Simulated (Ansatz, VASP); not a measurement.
# Ge (Germanium): VASP beside Ansatz, part 3 of 3

Aim: how closely do two programs agree when they are given the same cell, functional and k mesh? The structure shown is the end of the Ansatz relaxation below.

VASP 6.6.1 and Ansatz 0.2.0.

So far: The structure; Ansatz: relaxation, r2SCAN; VASP: single point, r2SCAN.

### 3. VASP: single point, r2SCAN (continued)

Level of this step: r2SCAN; plane waves and PAW (Ge_d) (VASP).

Numbers of over 12 decimals in the logs are rounded to 6 here.

From OUTCAR (step 3):

```text
ion  position               nearest neighbor table
   1  0.500  0.500  0.500-   2 2.48   2 2.48   2 2.48   2 2.48
   2  0.750  0.750  0.750-   1 2.48   1 2.48   1 2.48   1 2.48

  LATTYP: Found a body centered tetragonal cell.
 ALAT       =     4.0922520278
 C/A-ratio  =     1.3670915110

 Subroutine GETGRP returns: Found  4 space group operations
 (whereof  2 operations were pure point group operations)

The static configuration has the point symmetry C_1h.
 The point group associated with its full space group is C_2h.

   k-points           NKPTS =   1728   k-points in BZ     NKDIM =   1728   number of bands    NBANDS=     20

   dimension x,y,z NGX =    32 NGY =   32 NGZ =   32
   dimension x,y,z NGXF=    64 NGYF=   64 NGZF=   64

   ENCUT  =  550.0 eV  40.42 Ry    6.36 a.u.   7.70  7.70  7.83*2*pi/ulx,y,z

   NELECT =      28.0000    total number of electrons

 k-points in reciprocal lattice and weights: Points of the shifted mesh
   0.04166667  0.04166667  0.04166667       0.001
   0.04166667  0.04166667  0.12500000       0.001
   0.04166667  0.04166667  0.20833333       0.001
   0.04166667  0.04166667  0.29166667       0.001
   0.04166667  0.04166667  0.37500000       0.001
   0.04166667  0.04166667  0.45833333       0.001
   0.04166667  0.04166667  0.54166667       0.001
   0.04166667  0.04166667  0.62500000       0.001
   0.04166667  0.04166667  0.70833333       0.001
[...]
0.95833333  0.95833333  0.87500000       0.001
   0.95833333  0.95833333  0.95833333       0.001

 average (electrostatic) potential at core
       1 -79.7463       2 -79.7463

 E-fermi :   4.6565

 k-point     1 :       0.0417    0.0417    0.0417
  band No.  band energies     occupation
    ...
     10     -20.7177      2.00000
     11      -8.5449      2.00000
     12       3.7319      2.00000
     13       4.3387      2.00000
     14       4.5156      2.00000
     15       5.1458      0.00000
     16       7.1179      0.00000
     17       7.2992      0.00000
     18       7.3269      0.00000
     19      11.5560      0.00000
    ...

 k-point     2 :       0.0417    0.0417    0.1250
  band No.  band energies     occupation
    ...
     10     -20.7124      2.00000
     11      -8.4320      2.00000
     12       2.5127      2.00000
     13       4.0959      2.00000
     14       4.2501      2.00000
     15       5.7181      0.00000
     16       7.4199      0.00000
     17       7.5725      0.00000
     18       7.8463      0.00000
     19      12.0934      0.00000
    ...

 k-point     3 :       0.0417    0.0417    0.2083
  band No.  band energies     occupation
    ...
     10     -20.7074      2.00000
     11      -8.1510      2.00000
     12       0.9477      2.00000
     13       3.6369      2.00000
     14       3.9112      2.00000
     15       5.6988      0.00000
     16       7.8303      0.00000
     17       8.1292      0.00000
     18       9.1049      0.00000
     19      12.7013      0.00000
    ...

  Total       -0.7132133     -0.7132133      0.0397569     -0.0010176     -0.0014788     -0.0014788
  in kB      -24.3935677    -24.3935677      1.3597790     -0.0348039     -0.0505769     -0.0505773
  external PRESSURE =     -15.8091188 kB  Pullay stress =       0.0000000 kB

  energy-cutoff  :      550.00
  volume of cell :       46.84
      direct lattice vectors                 reciprocal lattice vectors
     0.000000000  2.893659159  2.797241504    -0.172791601  0.172791601  0.178747527
     2.893659159  0.000000000  2.797241504     0.172791601 -0.172791601  0.178747527
     2.893659159  2.893659159  0.000000000     0.172791601  0.172791601 -0.178747527

 POSITION                                       TOTAL-FORCE (eV/Angst)
 -----------------------------------------------------------------------------------
      2.89351      2.89351      2.79715         0.000042      0.000042      0.000215
      4.34064      4.34064      4.19595        -0.000042     -0.000042     -0.000215
 -----------------------------------------------------------------------------------
    total drift:                               -0.000000     -0.000000     -0.000000

  FREE ENERGIE OF THE ION-ELECTRON SYSTEM (eV)
  ---------------------------------------------------
  free  energy   TOTEN  =       -27.7322283513 eV

  energy  without entropy=      -27.7322283513  energy(sigma->0) =      -27.73222835

 total charge
# of ion       s       p       d       tot
------------------------------------------
    1        1.107   1.255  10.017  12.380
    2        1.107   1.255  10.017  12.380
--------------------------------------------------
tot          2.214   2.510  20.035  24.759

[... 3 further parts left out ...]
```

The run ends at a pressure of -1.58 GPa, with forces up to 2.2e-4 eV/Å.

### 4. Side by side

Known differences besides the potentials themselves: VASP keeps PBE cores, Ansatz makes them for the functional; the cutoff is 500 eV in Ansatz and 550 eV in VASP; Ansatz's pressure holds a Pulay correction, VASP's none. Total energies have different zeros and are not compared.

Compared:

| quantity | Ansatz | VASP | difference |
| --- | --- | --- | --- |
| pressure (GPa) | -1.71 | -1.58 | -0.13 |
| gap on the k mesh (eV) | 0.301 | 0.282 | +0.019 |

A gap on the mesh is an upper bound, since the band edges may lie between its points.

### 5. Summary of results

* difference in gap on the k mesh (single point, r2SCAN): 0.019 eV

**Reading.** The difference in gap on the k mesh is 0.019 eV (single point, r2SCAN), within the 0.08 eV picked in this series as the mark of a large difference. How closely two codes agree says nothing of how well the functional describes the real material.

[Lines on the potential files, build, host, timing and source positions are cut from VASP's logs without a mark.]

[Logs are printed without paths, hosts, clocks, repeated set-up lines and the standing remarks that a program may print on its own settings, such as how far it seeks lower states.]

[Hosts, paths, dates, database ids (printed as entryN), source tags and the programs' standing remarks are cut or masked in the printed files.]
